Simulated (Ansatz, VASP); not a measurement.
# HfC in two plane-wave programs

One calculation is typed for both programs; each brings its own data sets. How far apart do they land? The structure shown is the end of the Ansatz relaxation below.

Main program and level: Ansatz 0.2.0; plane waves, with VASP 6.6.1 beside it; single point at PBEsol.

## Step 1: Starting point

Symmetry: I4/mmm, No. 139, tetragonal system. Conventional cell: a = 3.274 Å, b = 3.274 Å, c = 4.469 Å, α = 90.00°, β = 90.00°, γ = 90.00°. Nearest to C lie 6 Hf at 2.23 to 2.32 Å. Hf has 6 C at 2.23 to 2.32 Å nearest. Farther neighbours are not listed.

Coordinates:

```cif
data_structure
_symmetry_space_group_name_H-M 'P 1'
_symmetry_Int_Tables_number 1
_cell_length_a 3.2177
_cell_length_b 3.2177
_cell_length_c 3.2743
_cell_angle_alpha 59.416
_cell_angle_beta 59.416
_cell_angle_gamma 61.168
_cell_volume 23.96
loop_
_atom_site_label
_atom_site_type_symbol
_atom_site_fract_x
_atom_site_fract_y
_atom_site_fract_z
_atom_site_occupancy
C1 C 0.00000 0.00000 0.00000 1
Hf2 Hf 0.50000 0.50000 0.50000 1
```

## Step 2: Ansatz: relaxation, PBEsol

Ansatz runs on its PAW soft_1 files.

This run makes the geometry at which the two programs are then compared.

Contents of input.yaml:

```yaml
crystal:
  lattice:
    - [0.0, 2.3113069913, 2.2344726684]
    - [2.3113069913, 0.0, 2.2344726684]
    - [2.3113069913, 2.3113069913, 0.0]
  atoms:
    - { symbol: C, position: [0.0, 0.0, 0.0] }
    - { symbol: Hf, position: [0.5, 0.5, 0.5] }
  conventional_axes: [[-1, 1, 1], [1, -1, 1], [1, 1, -1]]
kpoints:
  mp_grid: { grid: [16, 16, 16] }
hamiltonian:
  xc: pbesol
  pseudopotentials: { kind: paw, azcp: { folder: soft_1 }, xc_functional: pbe }
scf:
  occupations: { method: methfessel_paxton, width: 0.2 }
output:
  forces: true
  stress: true
  eigenvalues: true
relax:
  adjacent_minimum: "off"
  f_tol: 0.001
  max_steps: 60
  cell: { stress_tol: 0.01, fix: [c, angles] }
```

Run with:

```sh
ansatz run input.yaml --threads 4 --pin off --max-ram 10240MiB --backend cpu --events-out ev --progress --plain --runs-dir out
```

Numbers of over 12 decimals in the logs are rounded to 6 here.

What it wrote:

```text
Engine: ansatz 0.2.0, aarch64-unknown-linux-gnu
Pseudopotentials: kind: paw
Pseudopotential: C, paw, valence charge 4, recommended cutoff 420 eV (normal), soft_1/C.paw.azcp
Pseudopotential: Hf, paw, valence charge 26, recommended cutoff 420 eV (normal), soft_1/Hf.paw.azcp
Functional definition: PBEsol
  exchange = pbesol_x
  correlation = pbesol_c
Crystal: 2 atoms, lattice volume = 23.874 Å³
Basis set: ecut = 420 eV, 499 PW (Γ), exchange–correlation on 48×48×48 points (8 copies of the dense FFT grid, shifted against one another)
Bands: 19, of which v1, the nominal top of the filled ones, is band 15 counted from 1 (14 counted from 0)
Symmetry: 16 space group operations
Space group: I4/mmm (ITA 139), of the structure as read, at distance tolerance 2.9e-5 Å
k-points: 349 of 4096
Non-local potential: C, projectors of the file, l = 0: 2, l = 1: 2, l = 2: 1
Non-local potential: Hf, projectors of the file, l = 0: 3, l = 1: 2, l = 2: 2, l = 3: 3
PAW form: soft (Blöchl's): semilocal exchange-correlation on the pseudo side does not see the compensation charge
PAW frozen core: C, regenerated for the run's functional, and the local potential with it (the file was generated under x = pbe(κ = 0.804, μ = 0.219515), c = pbe(β = 0.066725))
PAW frozen core: Hf, regenerated for the run's functional, and the local potential with it (the file was generated under x = pbe(κ = 0.804, μ = 0.219515), c = pbe(β = 0.066725))
PAW one-centre angular grid: C, 110 points (default); XC on 64 Gauss nodes
PAW one-centre angular grid: Hf, 590 points (default); XC on 64 Gauss nodes
Initial density: superposition of atomic densities (chi_scale 0.1, normalization cell, long waves kept (reshape's long-wave potential 0.00 eV rms))
Initial wavefunctions: pseudopotential atomic-orbital guess
Functional: x = pbesol(κ = 0.804, μ = 0.123457), c = pbesol(β = 0.046)
SCF iter   1: F=—  HF=-15848.041695 eV  |F-HF|=—  |Δ(HF+E_count)|=         —  Δρ=8.94e-2  dr2=2.54e0  ethr=3.10e-3  ⟨swp⟩=4.9  Hψ=29036  notcnv=0
preconditioner: auto → Kerker (q_TF=auto, 2.834 Å⁻¹)  [metal: Δε(μ)=0.032 eV  Ē_g=17.703 eV  σ=0.200 eV  W_gap=0.13  n_scr=14 (ndim 8)  ℏωp=40.2 eV  f_vac=0.000  D(μ)=0.20/eV (n_scr^D=0)]
SCF iter   2: F=—  HF=-15847.509910 eV  |F-HF|=—  |Δ(HF+E_count)|=   5.32e-1  S|Δr|=    0.00e0  Δρ=3.43e-2  dr2=2.82e-1  ethr=3.10e-3  ⟨swp⟩=2.4  Hψ=12409  notcnv=0
SCF iter   3: F=—  HF=-15847.451198 eV  |F-HF|=—  |Δ(HF+E_count)|=   5.87e-2  S|Δr|=    0.00e0  Δρ=1.42e-2  dr2=2.95e-2  ethr=9.41e-4  ⟨swp⟩=2.0  Hψ=12130  notcnv=0
SCF iter   4: F=—  HF=-15847.443371 eV  |F-HF|=—  |Δ(HF+E_count)|=   7.83e-3  S|Δr|=    0.00e0  Δρ=8.31e-3  dr2=7.83e-3  ethr=9.84e-5  ⟨swp⟩=2.1  Hψ=11854  notcnv=0
SCF iter   5: F=—  HF=-15847.443451 eV  |F-HF|=—  |Δ(HF+E_count)|=   7.99e-5  S|Δr|=    0.00e0  Δρ=1.47e-3  dr2=2.85e-4  ethr=2.61e-5  ⟨swp⟩=2.1  Hψ=10866  notcnv=0
SCF iter   6: F=—  HF=-15847.443399 eV  |F-HF|=—  |Δ(HF+E_count)|=   5.21e-5  S|Δr|=    0.00e0  Δρ=2.63e-4  dr2=1.65e-5  ethr=9.51e-7  ⟨swp⟩=2.5  Hψ=12156  notcnv=0
SCF iter   7: F=—  HF=-15847.443400 eV  |F-HF|=—  |Δ(HF+E_count)|=   1.90e-6  S|Δr|=    0.00e0  Δρ=7.34e-5  dr2=9.26e-7  ethr=5.49e-8  ⟨swp⟩=2.4  Hψ=12495  notcnv=0
SCF iter   8: F=-15847.443400 eV  HF=-15847.443400 eV  |F-HF|=5.88e-9  |Δ(HF+E_count)|=   4.99e-8  S|Δr|=    0.00e0  Δρ=1.35e-5  dr2=2.40e-8  ethr=3.33e-10  ⟨swp⟩=8.2  Hψ=41234  notcnv=0
SCF 1 converged in 8 iterations: F = -15847.443400 eV  dr2 = 2.40e-8
  greatest PAW one-centre occupation: 0.998 electrons in one spin orbital (limit 2), on the Hf atom at site 1 (counted from 0), in its partial waves of l = 0
relax step   1: F+E_penalty+E_count = -15847.44340048 eV  Δ(F+E_penalty+E_count) = +0.000e0 eV  max|allowed force component| = 2.603e-29 eV/Å  Δτ_max = 0.0000 Å  P = +6.718 GPa  Ω = 23.874 Å³  fix = [c, alpha, beta, gamma]  reactions: c +17.965 GPa  (8 SCF iters, dr2 threshold 1.00e-7 eV, accepted)
[...]
relax step   2: F+E_penalty+E_count = -15847.44347673 eV  Δ(F+E_penalty+E_count) = -7.625e-5 eV  max|allowed force component| = 2.603e-29 eV/Å  Δτ_max = 0.0000 Å  P = +5.463 GPa  Ω = 23.991 Å³  energy of the carried Pulay correction = -1.461e-4 eV  fix = [c, alpha, beta, gamma]  reactions: c +17.350 GPa  (5 SCF iters, dr2 threshold 2.00e-7 eV, accepted)
[...]
relax step   3: F+E_penalty+E_count = -15847.44357582 eV  Δ(F+E_penalty+E_count) = -9.909e-5 eV  max|allowed force component| = 2.564e-29 eV/Å  Δτ_max = 0.0000 Å  P = +5.843 GPa  Ω = 23.955 Å³  energy of the carried Pulay correction = -1.016e-4 eV  fix = [c, alpha, beta, gamma]  reactions: c +17.542 GPa  (4 SCF iters, dr2 threshold 2.00e-7 eV, accepted)
[...]
relax step   4: F+E_penalty+E_count = -15847.44367869 eV  Δ(F+E_penalty+E_count) = -1.029e-4 eV  max|allowed force component| = 2.603e-29 eV/Å  Δτ_max = 0.0000 Å  P = +5.848 GPa  Ω = 23.955 Å³  fix = [c, alpha, beta, gamma]  reactions: c +17.542 GPa  stress off target by 1.18e-3 GPa on what of the cell is left free  SCF on the basis re-selected at this cell (its energy is not comparable with the rows above)  (8 SCF iters)
basis re-selected at this cell: Δ(F+E_penalty+E_count) = -1.029e-4 eV, ΔP = +0.005 GPa vs the last step (what re-selecting the basis moved, of the pressure what is left beyond the Pulay correction that the steps carried, after the strain that the cell walked since its last selection, with what the two solves' SCF thresholds leave and, on support functions, any second-order correction that the steps lacked; it is no m [...]
SCF converged after 8 iterations
Stability not checked: this state was not tested for a lower state beside it, because cold or Methfessel-Paxton smearing, or corrected tetrahedra, fill the levels in a way that the test cannot read (fill_not_monotonic; see scf.lower_state_search)
Free energy (F): -15847.443679 eV
Harris-Foulkes:  -15847.443679 eV  (|F-HF|=5.46e-12)
Internal energy: -15847.443814 eV  (E = F + TS)
E sigma→0 (E₀):  -15847.443713 eV
Entropy (-TS):   0.000136 eV (0.068 meV/atom)
Fermi energy:    19.435015 eV
--- Per-component energies (eV) ---
  E_band       = 94.919398
  E_kinetic    = 496.760954
  E_local      = -6099.272778  (includes V_loc(G=0)·N_el)
  E_nonlocal   = 91.520964
  E_hartree    = 2997.087134
  E_xc         = -313.048528
  E_vxc        = -314.799120  (∫ρ·V_xc dr)
  E_paw        = -7674.079685  (= ΣΔE_a)
  E_vpaw       = -73.464990  (= ΣTr[D̂ρ^β])
  E_aug_tail   = 0.000102  (compensation charges beyond the density's cutoff)
  E_ewald      = -5347.684134
  E_core_change = 1.272157  (= ΣΔE_core)
  E_smearing   = 0.000136  (= −TS)
  E_closure    = 0.000000  (closes the sum)
  Σ components = -15847.443679   (vs F -15847.443679, Δ=0.00e0)
--- Forces (eV/Å), atoms counted from 1 ---
  atom   1  C     -0.00000000    -0.00000000    -0.00000000
  atom   2  Hf     0.00000000     0.00000000    -0.00000000
  max |Σ_I F_I| component: 4.89e-29 eV/Å
--- Stress (GPa, compression-positive) ---
        0.001178       0.000000       0.000000
        0.000000       0.001178       0.000000
        0.000000       0.000000      17.541930
  P = ⅓ Tr σ = 5.8481 GPa (58.481 kbar)
--- Band table (eV; the first three rows and the last of 349) ---
  k-point 0: bands = [... 11 lower, 8.6835, 20.4564, 20.4564, 20.6114, 20.6114, 20.6810, 21.0110, 22.6428]
  k-point 1: bands = [... 11 lower, 8.6822, 19.6655, 19.8410, 20.0515, 20.9063, 21.0769, 21.3805, 23.1808]
  k-point 2: bands = [... 11 lower, 8.6816, 18.5825, 18.9890, 19.1947, 21.2774, 21.4208, 21.8074, 24.3019]
  k-point 348: bands = [... 11 lower, 8.8256, 17.1491, 17.3362, 19.2687, 19.2687, 24.9828, 26.4741, 26.4741]
--- Relaxed structure (3 steps of the walk, 3 accepted, 1 SCFs on fresh bases) ---
  F+E_penalty+E_count = -15847.44367869 eV   max|allowed force component| = 2.603e-29 eV/Å   (the final SCF, on the basis selected at the relaxed cell)
  cell:  # Å, volume = 23.9555 Å³
    - [0.0, 2.315261, 2.2344726684]
    - [2.315261, 0.0, 2.2344726684]
    - [2.315261, 2.315261, 0.0]
  atoms:
    - { symbol: C, position: [0, 0, 0] }
    - { symbol: Hf, position: [0.5, 0.5, 0.5] }
```

The column dr2 measures how far the density is from self-consistency, as an energy; F and HF (Harris–Foulkes) agree once it is small.

## Step 3: VASP: single point, PBEsol, pair 1

The same cell, functional, mesh and smearing now go to VASP, with its own data sets.

Lines of VASP's logs that name or quote its potential files are left out, and so is its time.

Contents of INCAR:

```
SYSTEM = HfC
PREC = Accurate
ENCUT = 600
EDIFF = 1E-06
NELM = 120
ISMEAR = 1
SIGMA = 0.2
LREAL = .FALSE.
ALGO = Normal
GGA = PS
NBANDS = 13
LASPH = .TRUE.
LORBIT = 11
LWAVE = .FALSE.
LCHARG = .FALSE.
ISIF = 2
GGA_COMPAT = .FALSE.
KPAR = 2
```

Contents of POSCAR:

```
HfC
1.0
    0.0000000000      2.3152608013      2.2344726684
    2.3152608013      0.0000000000      2.2344726684
    2.3152608013      2.3152608013      0.0000000000
C Hf
1 1
Direct
    0.0000000000      0.0000000000      0.0000000000
    0.5000000000      0.5000000000      0.5000000000
```

Contents of KPOINTS:

```
Automatic mesh
0
Gamma
16 16 16
0 0 0
```

PAW data sets: C and Hf_pv (PBE family, release 64).

Run with:

```sh
mpirun -np 2 vasp_std
```

What it wrote:

```text
[banner, memory and clock lines left out]
running    2 mpi-ranks, on    1 nodes
 distrk:  each k-point on    1 cores,    2 groups
 distr:  one band on    1 cores,    1 groups

 POSCAR found type information on POSCAR C Hf
 POSCAR found :  2 types and       2 ions
|                                                                             |
|               ----> ADVICE to this user running VASP <----                  |
|                                                                             |
|     You enforced a specific xc type in the INCAR file but a different       |
|     [... a line on the potential file left out ...]
|     I HOPE YOU KNOW WHAT YOU ARE DOING!                                     |
|                                                                             |

 LDA part: xc-table for (Slater+PW92), standard interpolation
 POSCAR, INCAR and KPOINTS ok, starting setup
 FFT: planning ... GRIDC
 FFT: planning ... GRID_SOFT
 FFT: planning ... GRID
 WAVECAR not read
 entering main loop
       N       E                     dE             d eps       ncg     rms          rms(c)
DAV:   1     0.254477530021E+02    0.25448E+02   -0.86234E+03  9106   0.119E+03
DAV:   2    -0.232721136762E+02   -0.48720E+02   -0.45724E+02 11372   0.222E+02
DAV:   3    -0.250176120426E+02   -0.17455E+01   -0.17343E+01 11414   0.300E+01
DAV:   4    -0.250268680387E+02   -0.92560E-02   -0.92548E-02 10084   0.259E+00
DAV:   5    -0.250269292684E+02   -0.61230E-04   -0.61228E-04 11471   0.194E-01    0.635E+01
DAV:   6    -0.222215376501E+02    0.28054E+01   -0.11985E+01 10484   0.186E+01    0.443E+01
DAV:   7    -0.221731896198E+02    0.48348E-01   -0.51486E-01 10374   0.521E+00    0.238E+01
DAV:   8    -0.221624207336E+02    0.10769E-01   -0.45594E-02 11029   0.175E+00    0.452E+00
DAV:   9    -0.221583765248E+02    0.40442E-02   -0.19292E-02 10779   0.767E-01    0.185E+00
DAV:  10    -0.221579859788E+02    0.39055E-03   -0.14823E-03 11007   0.286E-01    0.480E-02
DAV:  11    -0.221579843383E+02    0.16406E-05   -0.69769E-05 10659   0.777E-02    0.293E-02
DAV:  12    -0.221579839902E+02    0.34811E-06   -0.19216E-06  9745   0.122E-02
   1 F= -.22157984E+02 E0= -.22158031E+02  d E =0.141821E-03
```

From OUTCAR (step 3):

```text
ion  position               nearest neighbor table
   1  0.000  0.000  0.000-   2 2.23   2 2.23   2 2.32   2 2.32   2 2.32   2 2.32
   2  0.500  0.500  0.500-   1 2.23   1 2.23   1 2.32   1 2.32   1 2.32   1 2.32

  LATTYP: Found a body centered tetragonal cell.
 ALAT       =     3.2742732256
 C/A-ratio  =     1.3648663471

 Subroutine GETGRP returns: Found 16 space group operations
 (whereof 16 operations were pure point group operations)

The static configuration has the point symmetry D_4h.

 Found    349 irreducible k-points:

   k-points           NKPTS =    349   k-points in BZ     NKDIM =    349   number of bands    NBANDS=     13

   dimension x,y,z NGX =    28 NGY =   28 NGZ =   28
   dimension x,y,z NGXF=    56 NGYF=   56 NGZF=   56

   ENCUT  =  600.0 eV  44.10 Ry    6.64 a.u.   6.43  6.43  6.54*2*pi/ulx,y,z

   NELECT =      14.0000    total number of electrons

 k-points in reciprocal lattice and weights: Automatic mesh
   0.00000000  0.00000000  0.00000000       0.000
   0.06250000  0.00000000  0.00000000       0.002
   0.12500000  0.00000000  0.00000000       0.002
   0.18750000  0.00000000  0.00000000       0.002
   0.25000000  0.00000000  0.00000000       0.002
   0.31250000  0.00000000  0.00000000       0.002
   0.37500000  0.00000000  0.00000000       0.002
   0.43750000  0.00000000  0.00000000       0.002
   0.50000000  0.00000000  0.00000000       0.001
[...]
-0.31250000  0.18750000  0.50000000       0.001
  -0.25000000  0.25000000  0.50000000       0.000

 average (electrostatic) potential at core
       1 -47.4680       2 -34.6275

 E-fermi :   6.1795

 k-point     1 :       0.0000    0.0000    0.0000
  band No.  band energies     occupation
      1     -23.0926      2.00000
      2     -23.0926      2.00000
      3     -23.0652      2.00000
      4      -6.3543      2.00000
      5       7.1623     -0.00000
      6       7.1623     -0.00000
      7       7.3842     -0.00000
      8       7.4104     -0.00000
      9       7.4104     -0.00000
    ...

 k-point     2 :       0.0625    0.0000    0.0000
  band No.  band energies     occupation
      1     -23.1205      2.00000
      2     -23.0966      2.00000
      3     -23.0735      2.00000
      4      -6.2466      2.00000
      5       6.4046     -0.06746
      6       6.5742     -0.01741
      7       6.7812     -0.00018
      8       7.6909     -0.00000
      9       7.8559     -0.00000
    ...

 k-point     3 :       0.1250    0.0000    0.0000
  band No.  band energies     occupation
    ...
      3     -23.0826      2.00000
      4      -5.9330      2.00000
      5       5.3200      2.00000
      6       5.7318      2.00686
      7       5.9343      2.07092
      8       8.0663     -0.00000
      9       8.2091     -0.00000
     10       8.5648     -0.00000
     11      11.0897      0.00000
     12      11.4938      0.00000
    ...

  Total       -0.0596847     -0.0596847      2.6145465      0.0000000      0.0000000      0.0000000
  in kB       -3.9918015     -3.9918015    174.8646697      0.0000000      0.0000000      0.0000000
  external PRESSURE =      55.6270222 kB  Pullay stress =       0.0000000 kB

  energy-cutoff  :      600.00
  volume of cell :       23.96
      direct lattice vectors                 reciprocal lattice vectors
     0.000000000  2.315260801  2.234472668    -0.215958392  0.215958392  0.223766443
     2.315260801  0.000000000  2.234472668     0.215958392 -0.215958392  0.223766443
     2.315260801  2.315260801  0.000000000     0.215958392  0.215958392 -0.223766443

 POSITION                                       TOTAL-FORCE (eV/Angst)
 -----------------------------------------------------------------------------------
      0.00000      0.00000      0.00000         0.000000      0.000000      0.000000
      2.31526      2.31526      2.23447        -0.000000     -0.000000      0.000000
 -----------------------------------------------------------------------------------
    total drift:                                0.000000      0.000000      0.000000

  FREE ENERGIE OF THE ION-ELECTRON SYSTEM (eV)
  ---------------------------------------------------
  free  energy   TOTEN  =       -22.1579839902 eV

  energy  without entropy=      -22.1581258110  energy(sigma->0) =      -22.15803126

 total charge
# of ion       s       p       d       tot
------------------------------------------
    1        0.873   1.528   0.000   2.402
    2        0.326   6.686   1.766   8.778
--------------------------------------------------
tot          1.199   8.215   1.766  11.180

[... 3 further parts left out ...]
```

Harder data sets than Hf_pv exist (the GW ones), and pressures, volumes and forces can shift noticeably with them.

## Step 4: Differences

Known differences besides the potentials themselves: the data sets hold 30 valence electrons in Ansatz (on its PAW soft_1 files) and 14 in VASP; the cutoff is 420 eV in Ansatz and 600 eV in VASP; Ansatz makes its cores anew for this functional, VASP keeps those of its PBE data sets; Ansatz's pressure holds a Pulay correction, VASP's none. Total energies have different zeros and are not compared.

Compared:

```csv
quantity,Ansatz,VASP,difference
pressure (GPa),5.85,5.56,+0.29
```

## Step 5: Ansatz: relaxation, PBEsol

This run makes the geometry at which the two programs are then compared. The cell compared in this pair holds 23.79 Å³, against 23.96 Å³ for the pair before.

The structure compared here is the end of the Ansatz relaxation.

input.yaml, as its differences from that of step 2:

```diff
@@ -2,5 +2,5 @@
   lattice:
-    - [0.0, 2.3113069913, 2.2344726684]
-    - [2.3113069913, 0.0, 2.2344726684]
-    - [2.3113069913, 2.3113069913, 0.0]
+    - [0.0, 2.3152608013, 2.2114368677]
+    - [2.3152608013, 0.0, 2.2114368677]
+    - [2.3152608013, 2.3152608013, 0.0]
   atoms:
```

Run with:

```sh
ansatz run input.yaml --threads 4 --pin off --max-ram 10240MiB --backend cpu --events-out ev --progress --plain --runs-dir out
```

What it wrote:

```text
[...]
Crystal: 2 atoms, lattice volume = 23.709 Å³
Basis set: ecut = 420 eV, 499 PW (Γ), exchange–correlation on 48×48×48 points (8 copies of the dense FFT grid, shifted against one another)
Bands: 19, of which v1, the nominal top of the filled ones, is band 15 counted from 1 (14 counted from 0)
Symmetry: 16 space group operations
[...]
k-points: 349 of 4096
[...]
k-point 348: bands = [... 11 lower, 8.9419, 17.4162, 17.4354, 19.3709, 19.3709, 25.1820, 26.6642, 26.6642]
--- Relaxed structure (3 steps of the walk, 3 accepted, 1 SCFs on fresh bases) ---
[...]
cell:  # Å, volume = 23.7918 Å³
    - [0.0, 2.319326, 2.2114368677]
    - [2.319326, 0.0, 2.2114368677]
    - [2.319326, 2.319326, 0.0]
  atoms:
    - { symbol: C, position: [0, 0, 0] }
    - { symbol: Hf, position: [0.5, 0.5, 0.500000] }
[key lines of the parts left out:]
SCF converged after 8 iterations
Free energy (F): -15847.411193 eV
Fermi energy:    19.594805 eV
P = ⅓ Tr σ = 8.2128 GPa (82.128 kbar)
```

(Part 1 of 2 ends here.)

[Lines on the potential files, build, host, timing and source positions are cut from VASP's logs without a mark.]

[Logs are printed without paths, hosts, clocks, repeated set-up lines and the standing remarks that a program may print on its own settings, such as how far it seeks lower states.]

[Hosts, paths, dates, database ids (printed as entryN), source tags and the programs' standing remarks are cut or masked in the printed files.]
